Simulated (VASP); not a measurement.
Output of a VASP run:

File OUTCAR:
```
 ion  position               nearest neighbor table
   1  0.000  0.000  0.000-
  LATTYP: Found a face centered cubic cell.
 ALAT       =     5.0140760000
 Subroutine PRICEL returns:
 Original cell was already a primitive cell.
 Subroutine GETGRP returns: Found 48 space group operations
The static configuration has the point symmetry O_h .
The dynamic configuration has the point symmetry O_h .
 Subroutine INISYM returns: Found 48 space group operations
 Subroutine IBZKPT returns following result:
 Found     56 irreducible k-points:

 Following reciprocal coordinates:
            Coordinates               Weight
  0.000000  0.000000  0.000000      1.000000
  0.090909  0.000000  0.000000      8.000000
  0.181818  0.000000  0.000000      8.000000
  0.272727  0.000000  0.000000      8.000000
  0.363636  0.000000  0.000000      8.000000
  0.454545  0.000000  0.000000      8.000000
  0.090909  0.090909  0.000000      6.000000
  0.181818  0.090909  0.000000     24.000000
  0.272727  0.090909  0.000000     24.000000
  0.363636  0.090909  0.000000     24.000000
  0.454545  0.090909  0.000000     24.000000
 -0.454545  0.090909  0.000000     24.000000
 -0.363636  0.090909  0.000000     24.000000
 -0.272727  0.090909  0.000000     24.000000
 -0.181818  0.090909  0.000000     24.000000
 -0.090909  0.090909  0.000000     12.000000
  0.181818  0.181818  0.000000      6.000000
  0.272727  0.181818  0.000000     24.000000
  0.363636  0.181818  0.000000     24.000000
  0.454545  0.181818  0.000000     24.000000
 -0.454545  0.181818  0.000000     24.000000
 -0.363636  0.181818  0.000000     24.000000
 -0.272727  0.181818  0.000000     24.000000
 -0.181818  0.181818  0.000000     12.000000
  0.272727  0.272727  0.000000      6.000000
  0.363636  0.272727  0.000000     24.000000
  0.454545  0.272727  0.000000     24.000000
 -0.454545  0.272727  0.000000     24.000000
 -0.363636  0.272727  0.000000     24.000000
 -0.272727  0.272727  0.000000     12.000000
  0.363636  0.363636  0.000000      6.000000
  0.454545  0.363636  0.000000     24.000000
 -0.454545  0.363636  0.000000     24.000000
 -0.363636  0.363636  0.000000     12.000000
  0.454545  0.454545  0.000000      6.000000
 -0.454545  0.454545  0.000000     12.000000
  0.272727  0.181818  0.090909     24.000000
  0.363636  0.181818  0.090909     48.000000
  0.454545  0.181818  0.090909     48.000000
 -0.454545  0.181818  0.090909     48.000000
   k-points           NKPTS =     56   k-points in BZ     NKDIM =     56   number of bands    NBANDS=      8
   number of dos      NEDOS =    301   number of ions     NIONS =      1
   total plane-waves  NPLWV =  13824
   dimension x,y,z NGX =    24 NGY =   24 NGZ =   24
   dimension x,y,z NGXF=    48 NGYF=   48 NGZF=   48
   ions per type =               1
   PREC   = accura    normal or accurate (medium, high low for compatibility)
   ISTART =      0    job   : 0-new  1-cont  2-samecut
   ICHARG =      2    charge: 1-file 2-atom 10-const
   ISPIN  =      1    spin polarized calculation?
   LNONCOLLINEAR =      F non collinear calculations
   LSORBIT =      F    spin-orbit coupling
   INIWAV =      1    electr: 0-lowe 1-rand  2-diag
   ENCUT  =  400.0 eV  29.40 Ry    5.42 a.u.   5.78  5.78  5.78*2*pi/ulx,y,z
   NELM   =    100;   NELMIN=  2; NELMDL= -5     # of ELM steps
   EDIFF  = 0.1E-05   stopping-criterion for ELM
   LREAL  =      F    real-space projection
   NLSPLINE    = F    spline interpolate recip. space projectors
   LMAXMIX     =    6 max onsite mixed and CHGCAR
   VOSKOWN=      0    Vosko Wilk Nusair interpolation
   EDIFFG = -.1E-01   stopping-criterion for IOM
   NSW    =     60    number of steps for IOM
   NBLOCK =      1;   KBLOCK =     60    inner block; outer block
   IBRION =      2    ionic relax: 0-MD 1-quasi-New 2-CG
   NFREE  =      1    steps in history (QN), initial steepest desc. (CG)
...
```

### OSZICAR
```
       N       E                     dE             d eps       ncg     rms          rms(c)
DAV:   1    -0.246056138659E+02   -0.24606E+02   -0.41099E+03   912   0.778E+02
DAV:   2    -0.328806876201E+02   -0.82751E+01   -0.79966E+01  1192   0.970E+01
DAV:   3    -0.331162153497E+02   -0.23553E+00   -0.21942E+00  1352   0.103E+01
DAV:   4    -0.331168720065E+02   -0.65666E-03   -0.65316E-03  1208   0.636E-01
DAV:   5    -0.331168753214E+02   -0.33149E-05   -0.33150E-05  1360   0.319E-02    0.193E+01
DAV:   6    -0.317939725371E+02    0.13229E+01   -0.44210E-01   976   0.712E+00    0.101E+01
DAV:   7    -0.319900757994E+02   -0.19610E+00   -0.20323E-01   896   0.531E+00    0.219E+00
DAV:   8    -0.318731832197E+02    0.11689E+00   -0.17658E-01   896   0.442E+00    0.339E-01
DAV:   9    -0.319385013788E+02   -0.65318E-01   -0.42240E-02   984   0.186E+00    0.169E-01
DAV:  10    -0.319398653217E+02   -0.13639E-02   -0.44599E-04  1360   0.218E-01    0.153E-01
DAV:  11    -0.319405374791E+02   -0.67216E-03   -0.37318E-04   928   0.227E-01    0.659E-02
DAV:  12    -0.319394383879E+02    0.10991E-02   -0.31719E-04   928   0.232E-01    0.889E-02
DAV:  13    -0.319394848599E+02   -0.46472E-04   -0.17422E-05  1400   0.453E-02    0.670E-02
DAV:  14    -0.319393607445E+02    0.12412E-03   -0.75495E-05   912   0.901E-02    0.661E-02
DAV:  15    -0.319393344859E+02    0.26259E-04   -0.34008E-05   992   0.578E-02    0.143E-02
DAV:  16    -0.319393343143E+02    0.17158E-06   -0.94215E-06   912   0.252E-02
   1 F= -.31939334E+02 E0= -.31939182E+02  d E =-.319393E+02
```

### OUTCAR
```
------------------------ aborting loop because EDIFF is reached ----------------------------------------
  FORCE on cell =-STRESS in cart. coord.  units (eV):
  Direction    XX          YY          ZZ          XY          YZ          ZX
  --------------------------------------------------------------------------------------
  Total       -0.0066859     -0.0066859     -0.0066859      0.0000000      0.0000000     -0.0000000
  in kB       -0.3399031     -0.3399031     -0.3399031      0.0000000      0.0000000     -0.0000000
  external PRESSURE =      -0.3399031 kB  Pullay stress =       0.0000000 kB
  volume of cell :       31.51
      direct lattice vectors                 reciprocal lattice vectors
     0.000000000  2.507038000  2.507038000    -0.199438541  0.199438541  0.199438541
     2.507038000  0.000000000  2.507038000     0.199438541 -0.199438541  0.199438541
     2.507038000  2.507038000  0.000000000     0.199438541  0.199438541 -0.199438541
 POSITION                                       TOTAL-FORCE (eV/Angst)
 -----------------------------------------------------------------------------------
      0.00000      0.00000      0.00000         0.000000     -0.000000     -0.000000
 -----------------------------------------------------------------------------------
    total drift:                               -0.000000      0.000000     -0.000000
  FREE ENERGIE OF THE ION-ELECTRON SYSTEM (eV)
  ---------------------------------------------------
  free  energy   TOTEN  =       -31.9393343143 eV

  energy  without entropy=      -31.9388777837  energy(sigma->0) =      -31.93918214

 reached required accuracy - stopping structural energy minimisation
```
(Selected blocks of OUTCAR.)

### POSCAR
```
Dy
1
    0.0000000000     2.5070380000     2.5070380000
    2.5070380000     0.0000000000     2.5070380000
    2.5070380000     2.5070380000     0.0000000000
Dy
1
Direct
  0.0000000000   0.0000000000   0.0000000000
```

Task: Reconstruct the remaining input files.

Result: Several could match; the one computed here: the input of the run itself, r2SCAN meta-GGA, plane waves, VASP's PBE PAW potentials (set 64).

### INCAR
```
# general
SYSTEM  = Dy
PREC    = Accurate
ENCUT   = 400
LREAL   = .FALSE.
LASPH   = .TRUE.

# electronic loop
EDIFF   = 1E-6
NELM    = 100
ALGO    = Normal
LMAXMIX = 6
LMIXTAU = .TRUE.

# smearing
ISMEAR  = 1
SIGMA   = 0.1

# functional
METAGGA = R2SCAN

# ions
IBRION  = 2
NSW     = 60
ISIF    = 3
EDIFFG  = -0.01

# output
LWAVE   = .FALSE.
LCHARG  = .FALSE.
```

### KPOINTS
```
K-points
0
Gamma
 11 11 11
```

POTCAR, in this order: Dy_3 (PBE.64 set). Program: vasp_std.

The 4f electrons are frozen in the core of the lanthanide potential, so 4f levels, which can set the real gap, and their magnetism are missing.

The structure was generated: Dy was put into the fcc type (Fm-3m), which need not be its known phase. The cell was not relaxed at this level.
